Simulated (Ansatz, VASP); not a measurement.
# PtC in two plane-wave programs, part 2 of 2

Aim: how closely do two programs agree when they are given the same cell, functional and k mesh? The cell is generated by rule, not measured, and may not be a known phase. The cell is taken from a series of runs on this material, whose earlier steps may have relaxed, scaled, displaced or heated it; both programs get it as it stands.

VASP 6.6.1 and Ansatz 0.2.0.

So far: The starting structure; VASP: zone-centre phonons, PBEsol.

The structure was built from a prototype and need not be the compound's stable phase.

### 3. Ansatz: zone-centre phonons, PBEsol

Level of this step: Ansatz beside VASP: Kohn-Sham DFT, plane waves, PBEsol (Ansatz).

Ansatz runs on its default PAW (the set named soft_2) files.

The same cell, functional, mesh and smearing now go to Ansatz, which takes its cutoff from its data sets.

File input.yaml:

```yaml
crystal:
  lattice:
    - [1.5119558304, 0.8729281057, 2.8770632546]
    - [-1.5119558304, 0.8729281057, 2.8770632546]
    - [0.0, -1.7458562114, 2.8770632546]
  atoms:
    - { symbol: Pt, position: [0.9959089134, 0.9959089134, 0.9959089134] }
    - { symbol: C, position: [0.5433465698, 0.5433465698, 0.5433465698] }
kpoints:
  mp_grid: { grid: [18, 18, 18] }
hamiltonian:
  xc: pbesol
scf:
  occupations: { method: methfessel_paxton, width: 0.2 }
output:
  eigenvalues: true
phonons:
  method: dfpt
```

Launch:

```bash
$ ansatz run input.yaml --threads 4 --pin off --max-ram 7168MiB --backend cpu --events-out ev --progress --plain --runs-dir out
```

Numbers of over 12 decimals in the logs are rounded to 6 here.

What it wrote:

```text
Engine: ansatz 0.2.0, aarch64-unknown-linux-gnu
Pseudopotentials: kind: paw
Pseudopotential: Pt, paw, valence charge 18, recommended cutoff 420 eV (normal), Pt.paw.azcp
Pseudopotential: C, paw, valence charge 4, recommended cutoff 420 eV (normal), C.paw.azcp
Functional definition: PBEsol
  exchange = pbesol_x
  correlation = pbesol_c
Crystal: 2 atoms, lattice volume = 22.783 Å³
Basis set: ecut = 420 eV, 447 PW (Γ), exchange–correlation on 48×48×48 points (8 copies of the dense FFT grid, shifted against one another)
Bands: 15, of which v1, the nominal top of the filled ones, is band 11 counted from 1 (10 counted from 0)
Symmetry: 6 space group operations
k-points: 1550 of 5832 (irreducible under 2 space group operations, time reversal used)
Non-local potential: Pt, projectors of the file, l = 0: 3, l = 1: 2, l = 2: 2, l = 3: 1
Non-local potential: C, projectors of the file, l = 0: 2, l = 1: 2, l = 2: 1
PAW form: soft (Blöchl's): semilocal exchange-correlation on the pseudo side does not see the compensation charge
PAW frozen core: Pt, regenerated for the run's functional, and the local potential with it (the file was generated under x = pbe(κ = 0.804, μ = 0.219515), c = pbe(β = 0.066725))
PAW frozen core: C, regenerated for the run's functional, and the local potential with it (the file was generated under x = pbe(κ = 0.804, μ = 0.219515), c = pbe(β = 0.066725))
PAW one-centre angular grid: Pt, 590 points (default); XC on 64 Gauss nodes
PAW one-centre angular grid: C, 110 points (default); XC on 64 Gauss nodes
Initial density: superposition of atomic densities (neutral atoms: chi_scale 0, normalization atom), corrected by the library's trained network
Initial wavefunctions: pseudopotential atomic-orbital guess
Functional: x = pbesol(κ = 0.804, μ = 0.123457), c = pbesol(β = 0.046)
SCF iter   1: F=—  HF=-12628.073125 eV  |F-HF|=—  |Δ(HF+E_count)|=         —  Δρ=1.29e-2  dr2=3.73e-2  ethr=1.77e-3  ⟨swp⟩=4.0  Hψ=102736  notcnv=0
preconditioner: auto → none  [metal: Δε(μ)=0.015 eV  Ē_g=11.225 eV  σ=0.200 eV  W_gap=0.07  n_scr=8 (ndim 8)  ℏωp=29.1 eV  f_vac=0.000  D(μ)=0.45/eV (n_scr^D=0)  sad-step TF]
SCF iter   2: F=—  HF=-12628.069034 eV  |F-HF|=—  |Δ(HF+E_count)|=   4.09e-3  S|Δr|=    0.00e0  Δρ=7.55e-3  dr2=1.46e-2  ethr=1.70e-4  ⟨swp⟩=1.0  Hψ=35650  notcnv=0
SCF iter   3: F=—  HF=-12628.066104 eV  |F-HF|=—  |Δ(HF+E_count)|=   2.93e-3  S|Δr|=    0.00e0  Δρ=9.06e-4  dr2=1.84e-4  ethr=6.65e-5  ⟨swp⟩=2.3  Hψ=32405  notcnv=0
SCF iter   4: F=—  HF=-12628.066088 eV  |F-HF|=—  |Δ(HF+E_count)|=   1.61e-5  S|Δr|=    0.00e0  Δρ=3.11e-4  dr2=2.09e-5  ethr=8.37e-7  ⟨swp⟩=2.0  Hψ=32690  notcnv=0
SCF iter   5: F=—  HF=-12628.066077 eV  |F-HF|=—  |Δ(HF+E_count)|=   1.13e-5  S|Δr|=    0.00e0  Δρ=6.32e-5  dr2=3.14e-7  ethr=9.50e-8  ⟨swp⟩=2.0  Hψ=32933  notcnv=0
SCF iter   6: F=—  HF=-12628.066076 eV  |F-HF|=—  |Δ(HF+E_count)|=   9.42e-7  S|Δr|=    0.00e0  Δρ=5.29e-6  dr2=2.27e-9  ethr=1.43e-9  ⟨swp⟩=2.2  Hψ=39316  notcnv=0
SCF iter   7: F=—  HF=-12628.066076 eV  |F-HF|=—  |Δ(HF+E_count)|=   1.20e-9  S|Δr|=    0.00e0  Δρ=9.68e-7  dr2=1.70e-10  ethr=1.03e-11  ⟨swp⟩=2.2  Hψ=36895  notcnv=0
SCF iter   8: F=-12628.066076 eV  HF=-12628.066076 eV  |F-HF|=1.82e-12  |Δ(HF+E_count)|=  4.55e-11  S|Δr|=    0.00e0  Δρ=1.26e-7  dr2=1.58e-12  ethr=1.00e-12  ⟨swp⟩=4.1  Hψ=107604  notcnv=0
SCF 1 converged in 8 iterations: F = -12628.066076 eV  dr2 = 1.58e-12
  greatest PAW one-centre occupation: 1.000 electrons in one spin orbital (limit 2), on the Pt atom at site 0 (counted from 0), in its partial waves of l = 0
DFPT response loops at Γ: preconditioner auto → Kerker (q_TF=auto, 2.712 Å⁻¹) (partly filled bands, converged f_vac=0.000); β = 1.00, the filter's whole step (`scf.mixing.beta` (0.50) is not read by the response loops under this deck's `scf.mixing.preconditioner`; to damp them name `kerker` or `kerker_dos`, under which they read `scf.mixing.beta`, and type it under 1.00, their step now; both keys bind the ground state too); Broyden in place of MSR1
SCF converged after 8 iterations
Stability not checked: this state was not tested for a lower state beside it, because cold or Methfessel-Paxton smearing, or corrected tetrahedra, fill the levels in a way that the test cannot read (fill_not_monotonic; see scf.lower_state_search)
Free energy (F): -12628.066076 eV
Harris-Foulkes:  -12628.066076 eV  (|F-HF|=1.82e-12)
Internal energy: -12628.065576 eV  (E = F + TS)
E sigma→0 (E₀):  -12628.065951 eV
Entropy (-TS):   -0.000500 eV (-0.250 meV/atom)
Fermi energy:    19.309335 eV
--- Per-component energies (eV) ---
  E_band       = -181.185702
  E_kinetic    = 723.765167
  E_local      = -1809.932494  (includes V_loc(G=0)·N_el)
  E_nonlocal   = 229.596826
  E_hartree    = 666.964752
  E_xc         = -307.365072
  E_vxc        = -360.853636  (∫ρ·V_xc dr)
  E_paw        = -9411.218821  (= ΣΔE_a)
  E_vpaw       = -297.691268  (= ΣTr[D̂ρ^β])
  E_aug_tail   = 0.000197  (compensation charges beyond the density's cutoff)
  E_ewald      = -2720.184213
  E_core_change = 0.308082  (= ΣΔE_core)
  E_smearing   = -0.000500  (= −TS)
  E_closure    = 0.000000  (closes the sum)
  Σ components = -12628.066076   (vs F -12628.066076, Δ=0.00e0)
--- Band table (eV; the first three rows and the last of 1550) ---
  k-point 0: bands = [... 7 lower, 13.4200, 15.2413, 15.2413, 19.7445, 21.0079, 21.0079, 23.7265, 30.0182]
  k-point 1: bands = [... 7 lower, 13.4448, 15.1750, 15.1941, 19.6516, 21.0373, 21.1237, 23.9298, 30.1591]
  k-point 2: bands = [... 7 lower, 13.5238, 14.9972, 15.0992, 19.2832, 21.3194, 21.4399, 24.3856, 30.5451]
  k-point 1549: bands = [... 7 lower, 12.3193, 16.0593, 16.0593, 17.4099, 24.2541, 24.2541, 25.9082, 28.8810]
--- Phonons (Γ-DFPT): 4 representative perturbations + reference, on 1550 of 5832 k-points (Σ response iterations 14) ---
  k mesh reduced under 2 symmetry operations, with k and −k counted as one. Each operation leaves every solved perturbation unchanged. A smaller set is not used because it would not reduce the number of displacements times k-points to solve
  ASR residual: 3.433e-5 → 0.000e0 eV/Å²; symmetrization residual: 1.302e-6 eV/Å²
  ASR residual per site (eV/Å²): 3.43e-5 1.45e-5
  Γ frequencies (cm⁻¹): 0.00 0.00 0.00 539.62 547.83 547.83
  non-analytic LO–TO correction: not included (Born effective charges unavailable; polar crystals: no LO–TO splitting at Γ)
```

### 4. Differences

Known differences besides the potentials themselves: the data sets hold 22 valence electrons in Ansatz (on its default PAW (the set named soft_2) files) and 14 in VASP; the cutoff is 420 eV in Ansatz and 600 eV in VASP; Ansatz makes its cores anew for this functional, VASP keeps those of its PBE data sets. Total energies have different zeros and are not compared.

Compared:

| quantity | Ansatz | VASP | difference |
| --- | --- | --- | --- |
| optical mode 1 (cm⁻¹) | 539.6 | 544.2 | -0.84 % |
| optical mode 2 to 3 (cm⁻¹) | 547.8 | 554.4 | -1.18 % |

Modes are paired by rising frequency, not by their patterns, so a pair may set unlike modes beside each other; they are those without the splitting of longitudinal modes.

### 5. Summary of results

| Property | Result |
| --- | --- |
| r.m.s. difference of the optical zone-centre modes, each program's sorted by frequency (zone-centre phonons, PBEsol) | 6.0 cm⁻¹ |
| difference in optical mode 2 to 3 (zone-centre phonons, PBEsol) | -1.2 % |

What this shows: The r.m.s. difference of the optical zone-centre modes, each program's sorted by frequency is 6.0 cm⁻¹ (zone-centre phonons, PBEsol). The data sets hold unlike numbers of valence electrons (22 in Ansatz and 14 in VASP), so part of the differences comes from the potentials. Among the rows given in per cent, the largest difference of the zone-centre phonons, PBEsol pair is in optical mode 2 to 3, -1.2 %. How closely two codes agree says nothing of how well the functional describes the real material.

[Lines on the potential files, build, host, timing and source positions are cut from VASP's logs without a mark.]

[Logs are printed without paths, hosts, clocks, repeated set-up lines and the standing remarks that a program may print on its own settings, such as how far it seeks lower states.]

[Hosts, paths, dates, database ids (printed as entryN), source tags and the programs' standing remarks are cut or masked in the printed files.]
